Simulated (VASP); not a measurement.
CaMg6Fe:

```
Fe Ca Mg
1.0
     5.06228    0.00000    0.00000
     0.00000    3.24997    5.57793
     0.00000   -3.24997    5.57793
Fe Ca Mg
1 1 6
Direct
  0.00000 0.34326 0.34326
  0.00000 0.83394 0.83394
  0.50000 0.17500 0.17500
  0.50000 0.65964 0.65964
  0.50000 0.18361 0.64161
  0.50000 0.64161 0.18361
  0.00000 0.33577 0.82717
  0.00000 0.82717 0.33577
```

The cell comes from a database or a generator and needn't be the stable form of this composition.

| Quantity | Value |
| --- | --- |
| Program | VASP 6.6.1 |
| Task | single point |
| Functional | PBE |
| Potentials or basis | VASP PAW PBE potentials, release 64 (Fe, Ca_sv, Mg) |
| Cutoff | 520 eV |
| k mesh | 5 × 5 × 5 |
| Occupations | fermi-dirac, width 0.05 eV |
| Spin | collinear spin, ferromagnetic start |
| Starting moments | [3.0, 0.0, 0.0, 0.0, 0.0, 0.0, 0.0, 0.0] μB |

On this cell: pressure -0.1 GPa; largest force 0.098 eV/Å; net moment 2.72 μB per cell; site moments Fe +2.83; Ca -0.01; Mg -0.01, +0.01 μB; band gap on the k mesh none (metal or under the smearing width).

The same run follows on a disturbed copy (atoms moved at random, drawn with an rms of 0.05 Å):

```xyz
8
Lattice="5.0623 0.0000 0.0000 0.0000 3.2500 5.5779 0.0000 -3.2500 5.5779" Properties=species:S:1:pos:R:3 pbc="T T T"
Fe    0.0367    0.0003    3.8311
Ca    0.0654    0.0436    9.2710
Mg    2.5569    0.0028    1.9681
Mg    2.5199   -0.0024    7.3532
Mg    2.5262   -1.4717    4.5911
Mg    2.5337    1.5176    4.6254
Mg   -0.0307   -1.5819    6.4534
Mg   -0.0842    1.6014    6.5066
```

Task: What changes?

Result: The energy (extrapolated to zero smearing) moves by +4.8 meV/atom; pressure 0.0 GPa; largest force 0.436 eV/Å; net moment 2.71 μB per cell; site moments Fe +2.83; Ca -0.01; Mg -0.01, +0.01 μB; band gap on the k mesh none (metal or under the smearing width).

Forces in eV/Å, atoms in the order of the input:
```
Fe  -0.051  0.039  0.098
Ca  -0.375 -0.165  0.150
Mg  -0.150  0.045 -0.058
Mg   0.033 -0.013 -0.054
Mg   0.122  0.000  0.030
Mg   0.028 -0.004 -0.062
Mg   0.103  0.003  0.049
Mg   0.290  0.097 -0.154
```

Stress tensor (GPa, compression positive):
```
 0.35  0.03 -0.10
 0.03 -0.65  0.01
-0.10  0.01  0.24
```
